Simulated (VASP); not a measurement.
# AsRu (Pm-3m) in VASP: density of states with LDA

Aim: the density of states of AsRu with LDA.

Everything below comes from runs of VASP 6.6.1. Logs are shortened: lines on timing, memory, paths and dates and some standing lists are left out, and cuts for length are marked.

## Step 1: Starting point

It takes space group Pm-3m (No. 221, cubic). The conventional cell has a = 3.232 Å, b = 3.232 Å, c = 3.232 Å, α = 90.00°, β = 90.00°, γ = 90.00°. As (site symmetry m-3m) has 8 Ru at 2.80 Å as nearest neighbours. Around Ru (site symmetry m-3m) lie 8 As at 2.80 Å.

The cell was built by a generator and needn't be a form met in nature.

## Step 2: Density of states, LDA

Contents of POSCAR:

```
AsRu
1.0
    3.2320671600      0.0000000000      0.0000000000
    0.0000000000      3.2320671600      0.0000000000
    0.0000000000      0.0000000000      3.2320671600
As Ru
1 1
Direct
    0.5000000000      0.5000000000      0.5000000000
    0.0000000000      0.0000000000      0.0000000000
```

Contents of INCAR.step1:

```
SYSTEM = AsRu
ALGO = Normal
EDIFF = 1E-7
ENCUT = 520
ISIF = 2
ISMEAR = -1
LASPH = .True.
LCHARG = .True.
LMAXMIX = 4
LREAL = .False.
LWAVE = .False.
NBANDS = 16
NELM = 60
PREC = Accurate
SIGMA = 0.1
```

Contents of KPOINTS.step1:

```
k-points
0
Gamma
  10 10 10
  0 0 0
```

Contents of INCAR.step2:

```
SYSTEM = AsRu
ALGO = Normal
EDIFF = 1E-7
ENCUT = 520
ICHARG = 11
ISIF = 2
ISMEAR = -5
LASPH = .True.
LCHARG = .False.
LMAXMIX = 4
LORBIT = 11
LREAL = .False.
LWAVE = .False.
NEDOS = 1001
NELM = 60
PREC = Accurate
SIGMA = 0.1
```

Contents of KPOINTS.step2:

```
k-points
0
Gamma
  15 15 15
  0 0 0
```

Potentials or basis: VASP PAW LDA potentials, release 64 (As, Ru_pv).

Command:

```console
> cat potpaw_LDA.64/As/POTCAR potpaw_LDA.64/Ru_pv/POTCAR > POTCAR
> cp INCAR.step1 INCAR
> cp KPOINTS.step1 KPOINTS
> mpirun -np 1 vasp_std > vasp.out
> cp INCAR.step2 INCAR
> cp KPOINTS.step2 KPOINTS
> mpirun -np 1 vasp_std > vasp.out
```

OUTCAR:

```text
SYSTEM = AsRu
   EDIFF = 1E-7
   ENCUT = 520
   ICHARG = 11
   ISIF = 2
   ISMEAR = -5
   LASPH = .True.
   LORBIT = 11
   LREAL = .False.
   NELM = 60
   PREC = Accurate

 ion  position               nearest neighbor table
   1  0.500  0.500  0.500-   2 2.80   2 2.80   2 2.80   2 2.80   2 2.80   2 2.80   2 2.80   2 2.80

   2  0.000  0.000  0.000-   1 2.80   1 2.80   1 2.80   1 2.80   1 2.80   1 2.80   1 2.80   1 2.80

  LATTYP: Found a simple cubic cell.
 ALAT       =     3.2320671600

  Lattice vectors:

 A1 = (   3.2320671600,   0.0000000000,   0.0000000000)
 A2 = (   0.0000000000,   3.2320671600,   0.0000000000)
 A3 = (   0.0000000000,   0.0000000000,   3.2320671600)

Analysis of symmetry for initial positions (statically):
=====================================================================
 Subroutine PRICEL returns:
 Original cell was already a primitive cell.

 Routine SETGRP: Setting up the symmetry group for a
 simple cubic supercell.

 Subroutine GETGRP returns: Found 48 space group operations
 (whereof 48 operations were pure point group operations)
 out of a pool of 48 trial point group operations.

The static configuration has the point symmetry O_h .

Analysis of symmetry for dynamics (positions and initial velocities):
=====================================================================
 Subroutine PRICEL returns:
 Original cell was already a primitive cell.

 Routine SETGRP: Setting up the symmetry group for a
 simple cubic supercell.

 Subroutine GETGRP returns: Found 48 space group operations
 (whereof 48 operations were pure point group operations)
 out of a pool of 48 trial point group operations.

The dynamic configuration has the point symmetry O_h .

 Subroutine INISYM returns: Found 48 space group operations
 (whereof 48 operations are pure point group operations),
 and found     1 'primitive' translations

----------------------------------------------------------------------------------------

                                     Primitive cell

  volume of cell :      33.7630

  direct lattice vectors                    reciprocal lattice vectors
     3.232067160  0.000000000  0.000000000     0.309399511  0.000000000  0.000000000
     0.000000000  3.232067160  0.000000000     0.000000000  0.309399511  0.000000000
     0.000000000  0.000000000  3.232067160     0.000000000  0.000000000  0.309399511

  length of vectors
     3.232067160  3.232067160  3.232067160     0.309399511  0.309399511  0.309399511

  position of ions in fractional coordinates (direct lattice)
     0.500000000  0.500000000  0.500000000
     0.000000000  0.000000000  0.000000000

[... 99 lines left out ...]
  volume/ion in A,a.u.               =      16.88       113.92
  Fermi-wavevector in a.u.,A,eV,Ry     =   1.351592  2.554139 24.855140  1.826801
  Thomas-Fermi vector in A             =   2.479001
   LORBIT       =     11    0 simple, 1 ext, 2 COOP (PROOUT), +10 PAW based schemes
   GGA     = CA    functional components
   LHFCALC =     F    Hartree Fock is set to
   AEXX    =    0.0000 exact exchange contribution
   IVDW    =     0    specifies the selected vdW correction
   LEPSILON=     F    determine dielectric tensor
   LRPA    =     F    only Hartree local field effects (RPA)
 non-spin polarized calculation
 Fermi weights with tetrahedron method with Bloechl corrections
  energy-cutoff  :      520.00
  volume of cell :       33.76
 maximum number of plane-waves:       931

 number of electron      19.0000013 magnetization

 Free energy of the ion-electron system (eV)
  ---------------------------------------------------
  ext. energy  EPLUGINS =         0.00000000
  ---------------------------------------------------
  free energy    TOTEN  =       -15.46725486 eV

  energy without entropy =      -15.46725486  energy(sigma->0) =      -15.46725486

 E-fermi :   8.6024     XC(G=0): -12.2289

 val. band max:        8.6851604708   @ k =   0.4667   0.4667   0.3333
 cond. band min:       8.6007860452   @ k =   0.3333   0.1333   0.1333
 fundamental gap:     -0.0843744256
 Fermi energy:         8.6024009898

 k-point     1 :       0.0000    0.0000    0.0000
  band No.  band energies     occupation
      1     -33.7388      2.00000
      2     -33.7388      2.00000
      3     -33.7388      2.00000
      4      -4.9131      2.00000
      5       5.2745      2.00000
      6       5.2745      2.00000
      7       7.8755      2.00000
      8       7.8755      2.00000
      9       7.8755      2.00000
     10       8.9544      0.00000
     11       8.9544      0.00000
     12       8.9544      0.00000
     13      12.5718      0.00000
[... 354 lines left out ...]
  band No.  band energies     occupation
      1     -33.8011      2.00000
      2     -33.7625      2.00000
      3     -33.7304      2.00000
      4      -3.3356      2.00000
      5       3.1295      2.00000
      6       5.0825      2.00000
      7       6.1765      2.00000
      8       6.3510      2.00000
      9       7.5319      2.00000
     10       8.5483      1.28198
     11       9.7546      0.00000
     12      12.0169      0.00000
     13      15.2360      0.00000

 [... further k-points ...]

------------------------ aborting loop because EDIFF is reached ----------------------------------------

  FORCE on cell =-STRESS in cart. coord.  units (eV):
  Direction    XX          YY          ZZ          XY          YZ          ZX
  --------------------------------------------------------------------------------------
  -------------------------------------------------------------------------------------
  Total       -6.3218028     -6.3218028     -6.3218028     -0.0000000      0.0000000     -0.0000000
  in kB     -299.9924990   -299.9924990   -299.9924990     -0.0000000      0.0000000     -0.0000000
  external PRESSURE =    -299.9924990 kB  Pullay stress =       0.0000000 kB

 VOLUME and BASIS-vectors are now :
 -----------------------------------------------------------------------------
  energy-cutoff  :      520.00
  volume of cell :       33.76
      direct lattice vectors                 reciprocal lattice vectors
     3.232067160  0.000000000  0.000000000     0.309399511  0.000000000  0.000000000
     0.000000000  3.232067160  0.000000000     0.000000000  0.309399511  0.000000000
     0.000000000  0.000000000  3.232067160     0.000000000  0.000000000  0.309399511

 POSITION                                       TOTAL-FORCE (eV/Angst)
 -----------------------------------------------------------------------------------
      1.61603      1.61603      1.61603         0.000000      0.000000      0.000000
      0.00000      0.00000      0.00000         0.000000      0.000000      0.000000
 -----------------------------------------------------------------------------------
    total drift:                                0.000000      0.000000      0.000000

  FREE ENERGIE OF THE ION-ELECTRON SYSTEM (eV)
  ---------------------------------------------------
  free  energy   TOTEN  =       -15.4672548638 eV

  energy  without entropy=      -15.4672548638  energy(sigma->0) =      -15.46725486

 total charge

# of ion       s       p       d       tot
------------------------------------------
    1        1.283   1.293   0.075   2.651
    2        0.244   6.147   6.008  12.399
--------------------------------------------------
tot          1.528   7.439   6.083  15.050
```

OSZICAR.step1:

```text
N       E                     dE             d eps       ncg     rms          rms(c)
DAV:   1     0.128353060159E+03    0.12835E+03   -0.10258E+04  1800   0.110E+03
DAV:   2    -0.132816652963E+02   -0.14163E+03   -0.13771E+03  2112   0.305E+02
DAV:   3    -0.159668709354E+02   -0.26852E+01   -0.26650E+01  2184   0.432E+01
DAV:   4    -0.159831520487E+02   -0.16281E-01   -0.16276E-01  2368   0.335E+00
DAV:   5    -0.159834037495E+02   -0.25170E-03   -0.25170E-03  2296   0.301E-01    0.840E+00
DAV:   6    -0.157775821655E+02    0.20582E+00   -0.30293E+00  1920   0.161E+01    0.412E+00
DAV:   7    -0.155203583252E+02    0.25722E+00   -0.65739E-01  1832   0.782E+00    0.229E+00
DAV:   8    -0.155035828632E+02    0.16775E-01   -0.71964E-02  1960   0.186E+00    0.350E-01
DAV:   9    -0.155034601135E+02    0.12275E-03   -0.63936E-04  2328   0.203E-01    0.191E-01
DAV:  10    -0.155033426680E+02    0.11745E-03   -0.45979E-04  1960   0.207E-01    0.248E-02
DAV:  11    -0.155033438750E+02   -0.12070E-05   -0.61334E-06  2432   0.260E-02    0.741E-03
DAV:  12    -0.155033435319E+02    0.34315E-06   -0.77802E-07  2016   0.663E-03    0.644E-04
DAV:  13    -0.155033435305E+02    0.14224E-08   -0.17111E-08  1432   0.129E-03
   1 F= -.15503344E+02 E0= -.15466309E+02  d E =-.740699E-01
```

Wall time 17 s (1 thread of Intel Xeon Platinum 8559C (Emerald Rapids), shared host); peak memory 0.17 GiB.

Results:

- Valence electrons inside the program's atomic spheres: As 2.65; Ru 12.40

States per cell in windows of 0.5 eV (zero at the Fermi level; states under -8 eV left out):
```csv
from (eV),total,Ru2_d,As1_p,Ru2_s,Ru2_p,As1_s,As1_d
-8.0,0.00,0.00,0.00,0.00,0.00,0.00,0.00
-7.5,0.00,0.00,0.00,0.00,0.00,0.00,0.00
-7.0,0.10,0.01,0.02,0.01,0.00,0.00,0.00
-6.5,0.19,0.02,0.04,0.02,0.00,0.00,0.00
-6.0,0.37,0.06,0.08,0.03,0.01,0.00,0.00
-5.5,0.95,0.21,0.22,0.04,0.02,0.01,0.00
-5.0,0.62,0.16,0.14,0.02,0.02,0.01,0.00
-4.5,0.63,0.17,0.14,0.01,0.02,0.01,0.00
-4.0,0.63,0.25,0.12,0.00,0.02,0.01,0.00
-3.5,0.61,0.33,0.07,0.00,0.01,0.01,0.00
-3.0,1.00,0.58,0.10,0.02,0.01,0.02,0.01
-2.5,1.88,1.22,0.16,0.02,0.02,0.01,0.01
-2.0,0.93,0.61,0.08,0.01,0.02,0.01,0.01
-1.5,1.49,1.19,0.02,0.01,0.01,0.00,0.02
-1.0,0.93,0.72,0.03,0.00,0.01,0.02,0.01
-0.5,0.72,0.47,0.06,0.01,0.01,0.04,0.00
0.0,1.42,1.06,0.10,0.02,0.01,0.05,0.00
0.5,0.77,0.46,0.11,0.01,0.02,0.03,0.01
1.0,0.46,0.22,0.09,0.01,0.02,0.02,0.00
1.5,0.27,0.10,0.07,0.00,0.01,0.01,0.00
2.0,0.27,0.10,0.08,0.00,0.01,0.01,0.00
2.5,0.55,0.19,0.19,0.00,0.01,0.00,0.00
3.0,1.05,0.38,0.35,0.03,0.02,0.00,0.01
3.5,0.44,0.14,0.12,0.04,0.01,0.00,0.01
4.0,0.25,0.06,0.04,0.04,0.01,0.00,0.01
4.5,0.21,0.04,0.02,0.05,0.01,0.00,0.01
5.0,0.25,0.04,0.03,0.06,0.01,0.00,0.01
5.5,0.26,0.02,0.04,0.06,0.01,0.01,0.02
6.0,0.22,0.01,0.04,0.05,0.01,0.01,0.01
6.5,0.34,0.02,0.06,0.06,0.02,0.02,0.02
7.0,0.24,0.01,0.05,0.04,0.01,0.01,0.01
7.5,0.02,0.00,0.01,0.01,0.00,0.00,0.00
```

Caveat: tetrahedron occupations give inexact forces and stress in metals.
